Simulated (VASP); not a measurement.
Consider the following.

```
CELL_PARAMETERS angstrom
      0.00000     2.44000     2.44000
      2.44000     0.00000     2.44000
      2.44000     2.44000     0.00000
ATOMIC_POSITIONS crystal
  Y  0.00000 0.00000 0.00000
  N  0.50000 0.50000 0.50000
```

All values below come from PBE GGA, VASP's PBE PAW potentials (set 64) (plane waves; VASP 6.6.1). Settings: 520 eV cut-off, 7×7×7 Γ-centred mesh, Gaussian smearing of 0.050 eV, potentials Y_sv N.

**Question.** Give the stress tensor in GPa (positive for a compressed cell).

**Answer.** 
```
2.53  0.00  0.00
0.00  2.53  0.00
0.00  0.00  2.53
```
The pressure is its mean diagonal, 2.53 GPa.

The compound is YN in the rock salt structure. The cell was not relaxed at this level.
